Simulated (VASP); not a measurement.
Level of theory: PBEsol GGA, VASP's PBE PAW potentials (set 64) (plane waves; VASP).

VASP input:

KPOINTS:
```
Automatic mesh
0
Gamma
8 8 8
0 0 0
```

### INCAR
```
# general
SYSTEM =YTe
PREC   =Accurate
ENCUT  =400
LREAL  =.False.
LASPH  =.True.

# electronic loop
EDIFF  =1E-6
NELM   =100
ALGO   =Normal
LMAXMIX=4

# smearing
ISMEAR =1
SIGMA  =0.1

# functional
GGA    =PS

# ions
IBRION =2
NSW    =60
ISIF   =3
EDIFFG =-0.01

# output
LWAVE  =.False.
LCHARG =.False.
```

**POSCAR**
```
YTe
1
    0.0000000000     3.7874180000     3.7874180000
    3.7874180000     0.0000000000     3.7874180000
    3.7874180000     3.7874180000     0.0000000000
Y Te
1 1
Direct
  0.0000000000   0.0000000000   0.0000000000
  0.2500000000   0.2500000000   0.2500000000
```

POTCAR, in this order: Y_sv Te (PBE.64 set). Program: vasp_std.

The run wrote:

**OSZICAR**
```
       N       E                     dE             d eps       ncg     rms          rms(c)
DAV:   1     0.546378090563E+02    0.54638E+02   -0.62576E+03   744   0.939E+02
DAV:   2    -0.722753596859E+01   -0.61865E+02   -0.59391E+02   828   0.183E+02
DAV:   3    -0.118748864761E+02   -0.46474E+01   -0.45357E+01   940   0.417E+01
DAV:   4    -0.121694625464E+02   -0.29458E+00   -0.29379E+00  1156   0.104E+01
DAV:   5    -0.121751257227E+02   -0.56632E-02   -0.56626E-02   912   0.146E+00    0.138E+01
DAV:   6    -0.111967594581E+02    0.97837E+00   -0.25931E+00   912   0.708E+00    0.111E+01
DAV:   7    -0.111375006355E+02    0.59259E-01   -0.85208E-01  1136   0.387E+00    0.556E+00
DAV:   8    -0.111371184822E+02    0.38215E-03   -0.11796E-01   928   0.196E+00    0.309E-01
DAV:   9    -0.111351077372E+02    0.20107E-02   -0.13340E-02  1008   0.610E-01    0.146E-01
DAV:  10    -0.111353753440E+02   -0.26761E-03   -0.15692E-03  1088   0.193E-01    0.880E-02
DAV:  11    -0.111353820903E+02   -0.67463E-05   -0.46257E-04  1020   0.117E-01    0.176E-02
DAV:  12    -0.111353895180E+02   -0.74277E-05   -0.22079E-05   968   0.292E-02    0.803E-03
DAV:  13    -0.111353903482E+02   -0.83025E-06   -0.31113E-06   940   0.112E-02
   1 F= -.11135390E+02 E0= -.11135896E+02  d E =-.111354E+02
       N       E                     dE             d eps       ncg     rms          rms(c)
DAV:   1    -0.264572205496E+02   -0.15322E+02   -0.30860E+02   768   0.133E+02    0.274E+01
DAV:   2    -0.147556912519E+02    0.11702E+02   -0.16370E+01   704   0.352E+01    0.115E+01
DAV:   3    -0.117520145329E+02    0.30037E+01   -0.17713E+01  1240   0.256E+01    0.949E+00
DAV:   4    -0.118416983582E+02   -0.89684E-01   -0.41889E-01   844   0.509E+00    0.618E+00
DAV:   5    -0.120151908891E+02   -0.17349E+00   -0.47753E-01  1120   0.330E+00    0.109E+00
DAV:   6    -0.120360314455E+02   -0.20841E-01   -0.73636E-02  1288   0.151E+00    0.567E-01
DAV:   7    -0.120382655632E+02   -0.22341E-02   -0.62368E-03   868   0.572E-01    0.203E-01
DAV:   8    -0.120394555348E+02   -0.11900E-02   -0.19016E-03  1144   0.296E-01    0.361E-02
DAV:   9    -0.120394846907E+02   -0.29156E-04   -0.34396E-04   952   0.785E-02    0.262E-02
DAV:  10    -0.120394894714E+02   -0.47807E-05   -0.17813E-05   880   0.415E-02    0.210E-02
DAV:  11    -0.120394872202E+02    0.22512E-05   -0.33567E-06   884   0.177E-02    0.298E-03
DAV:  12    -0.120394871831E+02    0.37091E-07   -0.17266E-07   568   0.300E-03
   2 F= -.12039487E+02 E0= -.12039610E+02  d E =-.904097E+00
       N       E                     dE             d eps       ncg     rms          rms(c)
DAV:   1    -0.121588738056E+02   -0.11939E+00   -0.21703E+00   908   0.110E+01    0.220E+00
DAV:   2    -0.120733653855E+02    0.85508E-01   -0.24627E-01   844   0.420E+00    0.132E+00
DAV:   3    -0.120472346576E+02    0.26131E-01   -0.16079E-01  1108   0.239E+00    0.107E+00
DAV:   4    -0.120502819983E+02   -0.30473E-02   -0.11305E-02   820   0.897E-01    0.450E-01
DAV:   5    -0.120518296809E+02   -0.15477E-02   -0.61864E-03  1304   0.358E-01    0.122E-01
DAV:   6    -0.120520257212E+02   -0.19604E-03   -0.29464E-04   916   0.108E-01    0.811E-02
DAV:   7    -0.120521102741E+02   -0.84553E-04   -0.16832E-04  1260   0.699E-02    0.219E-02
DAV:   8    -0.120521096816E+02    0.59249E-06   -0.26160E-06   796   0.119E-02
   3 F= -.12052110E+02 E0= -.12052275E+02  d E =-.916719E+00
```

File OUTCAR:
```
------------------------ aborting loop because EDIFF is reached ----------------------------------------
  FORCE on cell =-STRESS in cart. coord.  units (eV):
  Direction    XX          YY          ZZ          XY          YZ          ZX
  --------------------------------------------------------------------------------------
  Total       -0.0003300     -0.0003300     -0.0003300      0.0000000      0.0000000      0.0000000
  in kB       -0.0068008     -0.0068008     -0.0068008      0.0000000      0.0000000      0.0000000
  external PRESSURE =      -0.0068008 kB  Pullay stress =       0.0000000 kB
  volume of cell :       77.74
      direct lattice vectors                 reciprocal lattice vectors
    -0.000000000  3.387450066  3.387450066    -0.147603652  0.147603652  0.147603652
     3.387450066 -0.000000000  3.387450066     0.147603652 -0.147603652  0.147603652
     3.387450066  3.387450066 -0.000000000     0.147603652  0.147603652 -0.147603652
 POSITION                                       TOTAL-FORCE (eV/Angst)
 -----------------------------------------------------------------------------------
      0.00000      0.00000      0.00000        -0.000000     -0.000000     -0.000000
      1.69373      1.69373      1.69373         0.000000      0.000000      0.000000
 -----------------------------------------------------------------------------------
    total drift:                                0.000000      0.000000      0.000000
  FREE ENERGIE OF THE ION-ELECTRON SYSTEM (eV)
  ---------------------------------------------------
  free  energy   TOTEN  =       -12.0521096816 eV

  energy  without entropy=      -12.0526057177  energy(sigma->0) =      -12.05227503

 reached required accuracy - stopping structural energy minimisation
```
(Selected blocks of OUTCAR.)

**CONTCAR**
```
YTe
   1.00000000000000
    -0.0000000000000000    3.3874500660127902    3.3874500660127902
     3.3874500660127902   -0.0000000000000000    3.3874500660127902
     3.3874500660127902    3.3874500660127902   -0.0000000000000000
  Y               Te
     1     1
Direct
     0.0000000000000000    0.0000000000000000    0.0000000000000000
     0.2500000000000000    0.2500000000000000    0.2500000000000000
```

OUTCAR:
```
 val. band max:        4.1036406324   @ k =  -0.3750   0.2500   0.1250

 cond. band min:       4.1687696798   @ k =   0.0000   0.0000   0.0000


 Fermi energy:         4.1338939778

 k-point     1 :       0.0000    0.0000    0.0000
  band No.  band energies     occupation
      1     -39.7301      2.00000
      2     -19.7571      2.00000
      3     -19.7571      2.00000
      4     -19.7571      2.00000
      5      -8.2895      2.00000
      6       0.3835      2.00000
      7       0.3835      2.00000
      8       0.3835      2.00000
      9       4.1688      0.44763
     10       4.9430     -0.00000
     11       4.9430     -0.00000
     12       7.9315      0.00000

 k-point     2 :       0.1250    0.0000    0.0000
  band No.  band energies     occupation
      1     -39.7298      2.00000
      2     -19.7653      2.00000
      3     -19.7581      2.00000
      4     -19.7581      2.00000
      5      -8.2311      2.00000
      6       0.1588      2.00000
      7       0.4176      2.00000
      8       0.4176      2.00000
      9       4.6359     -0.00000
     10       4.8638     -0.00000
     11       4.8638     -0.00000
     12       7.4776      0.00000

 k-point     3 :       0.2500    0.0000    0.0000
  band No.  band energies     occupation
      1     -39.7291      2.00000
      2     -19.7852      2.00000
      3     -19.7607      2.00000
      4     -19.7607      2.00000
      5      -8.0877      2.00000
      6      -0.2349      2.00000
      7       0.4942      2.00000
      8       0.4942      2.00000
      9       4.8034     -0.00000
     10       4.8034     -0.00000
     11       5.4654     -0.00000
     12       6.5319      0.00000

 k-point     4 :       0.3750    0.0000    0.0000
  band No.  band energies     occupation
      1     -39.7285      2.00000
      2     -19.8049      2.00000
      3     -19.7634      2.00000
      4     -19.7634      2.00000
      5      -7.9409      2.00000
      6      -0.5046      2.00000
...
```

Energy and stress use the plane-wave basis of the starting cell. Unless said otherwise, spin-orbit coupling is left out, though it shifts the bands of the heavy elements here.

The structure was generated: YTe was put into the zinc blende type (F-43m), which need not be its known phase. This run relaxes it. Symmetry was kept, so distortions that lower it aren't found. The electron count is odd and the run is not spin-polarised, which forces a metal.
